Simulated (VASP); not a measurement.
Write the native input for VASP 6.6.1 that does the following.

```yaml
Task: relaxation of the atoms
Functional: LDA
Potentials_or_basis: VASP PAW LDA potentials, release 64 (Ge_d)
Cutoff: 600 eV
k_mesh: 10 × 10 × 10
Occupations: gaussian, width 0.03 eV
Spin: no spin polarisation
Further_INCAR_settings: ALGO = Normal; EDIFF = 1e-07; IBRION = 2; EDIFFG = -0.01; NSW = 40
```

The structure of Ge lies in POSCAR:

```
Ge                                      
1.0
    0.0000000000      2.8675985389      2.8675985389
    2.8675985389      0.0000000000      2.8675985389
    2.8675985389      2.8675985389      0.0000000000
  Ge            
     2
Direct
     0.0000000000000000    0.0000000000000000    0.0000000000000000
     0.2500000000000000    0.2500000000000000    0.2500000000000000
```

The cell isn't the ideal one: a relaxed cell with its volume scaled by 1.06.

The input as run:

INCAR

```
PREC = Accurate ; ENCUT = 600
EDIFF = 1E-7 ; ISMEAR = 0
SIGMA = 0.03 ; LREAL = False
LASPH = True ; NELM = 80
ALGO = Normal ; ISIF = 2
LWAVE = False ; LCHARG = False
IBRION = 2 ; NSW = 40
EDIFFG = -0.01
```

KPOINTS

```
regular mesh
0
Gamma
  10 10 10
```

Potentials or basis: VASP PAW LDA potentials, release 64 (Ge_d).

The run is started by

```sh
$ cat potpaw_LDA.64/Ge_d/POTCAR > POTCAR
$ mpirun -np 1 vasp_std > vasp.out
```

It gave:

| Item | Value |
| --- | --- |
| Pressure after relaxing | -3.6 GPa |
| Band gap on the k mesh | none (metal or under the smearing width) |

Caveat: the relaxation stopped at its first step, so nothing moved.

It took 16 s on 1 thread of Intel(R) Xeon(R) Platinum 8488C (Sapphire Rapids), on a shared host, peak memory 0.18 GiB.
